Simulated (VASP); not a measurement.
OSZICAR of a VASP run on LiCl (space group Fm-3m):

File OSZICAR:
```
       N       E                     dE             d eps       ncg     rms          rms(c)
DAV:   1    -0.128468074613E+03   -0.12847E+03   -0.41274E+03   180   0.854E+02
DAV:   2    -0.172488847401E+03   -0.44021E+02   -0.43593E+02   239   0.154E+02
DAV:   3    -0.173953727843E+03   -0.14649E+01   -0.14634E+01   250   0.340E+01
DAV:   4    -0.173974331154E+03   -0.20603E-01   -0.20589E-01   258   0.407E+00
DAV:   5    -0.859081000730E+01    0.16538E+03   -0.13967E+00   182   0.996E+00    0.258E+00
DAV:   6    -0.850449888351E+01    0.86311E-01   -0.42145E-01   192   0.410E+00    0.209E+00
DAV:   7    -0.851154302331E+01   -0.70441E-02   -0.64660E-02   231   0.169E+00    0.161E+00
DAV:   8    -0.851419085327E+01   -0.26478E-02   -0.46297E-03   216   0.538E-01    0.101E+00
DAV:   9    -0.851496294115E+01   -0.77209E-03   -0.81314E-04   252   0.273E-01    0.570E-01
DAV:  10    -0.851539928817E+01   -0.43635E-03   -0.27428E-04   220   0.171E-01    0.311E-01
DAV:  11    -0.851563368574E+01   -0.23440E-03   -0.10302E-04   229   0.106E-01    0.171E-01
DAV:  12    -0.851574789388E+01   -0.11421E-03   -0.42184E-05   220   0.687E-02    0.962E-02
DAV:  13    -0.851580340359E+01   -0.55510E-04   -0.19680E-05   220   0.449E-02    0.553E-02
DAV:  14    -0.851582983458E+01   -0.26431E-04   -0.86576E-06   218   0.295E-02    0.320E-02
DAV:  15    -0.851584212877E+01   -0.12294E-04   -0.39676E-06   211   0.196E-02    0.187E-02
DAV:  16    -0.851584784169E+01   -0.57129E-05   -0.16434E-06   207   0.127E-02    0.110E-02
DAV:  17    -0.851585042395E+01   -0.25823E-05   -0.74398E-07   178   0.842E-03    0.652E-03
DAV:  18    -0.851585158622E+01   -0.11623E-05   -0.30314E-07    90   0.552E-03    0.397E-03
DAV:  19    -0.851585208294E+01   -0.49671E-06   -0.15925E-07    92   0.423E-03
   1 F= -.85158521E+01 E0= -.85158521E+01  d E =-.662846E-35
```

Q: Which electronic solver shows in the log?

A: It is blocked Davidson (ALGO = Normal, or the opening steps of other solvers). The INCAR had ALGO = Normal.

Q: Can the final energy be trusted as converged?

A: The calculation finished and met its thresholds. It stopped with EDIFF = 1E-6, NELM = 100 (HSE06 screened hybrid, plane waves, VASP's PBE PAW potentials (set 64)).

The structure comes from a computed database's LiCl entry; how it stands against other phases isn't given here. The cell was not relaxed at this level. The k-mesh is coarse (spacing up to 0.43 per Å, 2π included), so the numbers may not be converged in it. The run is one of a series of settings (KPOINTS 5×5×5 Γ-centred mesh against the base run), some of them coarse on purpose.
